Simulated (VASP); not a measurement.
CaCuH2:

```xyz
4
Lattice="1.9452 1.1231 4.3574 -1.9452 1.1231 4.3574 0.0000 -2.2462 4.3574" Properties=species:S:1:pos:R:3 pbc="T T T"
Ca    0.0000    0.0000    6.5361
Cu    0.0000    0.0000    0.0000
H     0.0000    0.0000   11.5271
H     0.0000    0.0000    1.5450
```

The cell was built by a generator and needn't be a form met in nature.

```yaml
Program: VASP 6.6.1
Task: relaxation of cell and atoms
Functional: PBE
Dispersion: D3
Potentials_or_basis: VASP PAW PBE potentials, release 64 (Ca_sv, Cu, H)
Cutoff: 600 eV
k_mesh: 6 × 6 × 6
Occupations: fermi-dirac, width 0.05 eV
Spin: no spin polarisation
```

At the start: pressure -1.7 GPa; volume 14.28 Å³/atom.

Q: How do energy, volume and symmetry change on relaxing?

A: Over 22 steps the energy falls by 4.6 meV/atom and the volume is 13.59 Å³/atom (-4.8 %); space group R-3m (No. 166, to 0.05 Å).

Step by step:
```csv
step,energy change (eV),largest force (eV/Å),pressure (GPa),volume (Å³)
1,0.0000,0.0394,-1.66,57.12
2,-0.0108,0.1160,-0.91,55.91
3,-0.0136,0.1579,-0.40,55.27
4,-0.0125,0.2448,0.91,54.02
5,-0.0142,0.1891,0.09,54.81
6,-0.0173,0.0390,0.07,54.34
7,-0.0174,0.0274,0.07,54.30
8,-0.0176,0.0212,0.08,54.36
9,-0.0179,0.0027,-0.04,54.52
10,-0.0176,0.0333,-0.49,54.86
11,-0.0180,0.0096,-0.24,54.64
12,-0.0181,0.0004,-0.31,54.61
13,-0.0182,0.0286,0.02,54.49
14,-0.0182,0.0192,0.02,54.53
15,-0.0182,0.0136,-0.19,54.55
16,-0.0182,0.0168,-0.16,54.54
17,-0.0182,0.0175,-0.06,54.53
18,-0.0183,0.0125,-0.02,54.50
19,-0.0183,0.0113,-0.03,54.49
20,-0.0183,0.0090,-0.18,54.47
21,-0.0183,0.0042,-0.24,54.44
22,-0.0183,0.0048,0.01,54.38
```

Final structure:
```
Ca Cu H
1.0
     1.91954    1.10825    4.26039
    -1.91954    1.10825    4.26039
     0.00000   -2.21649    4.26039
Ca Cu H
1 1 2
Direct
  0.50000 0.50000 0.50000
  0.00000 0.00000 0.00000
  0.87927 0.87927 0.87927
  0.12073 0.12073 0.12073
```

Caveat: pairwise dispersion overbinds metals, which lowers pressure and volume.
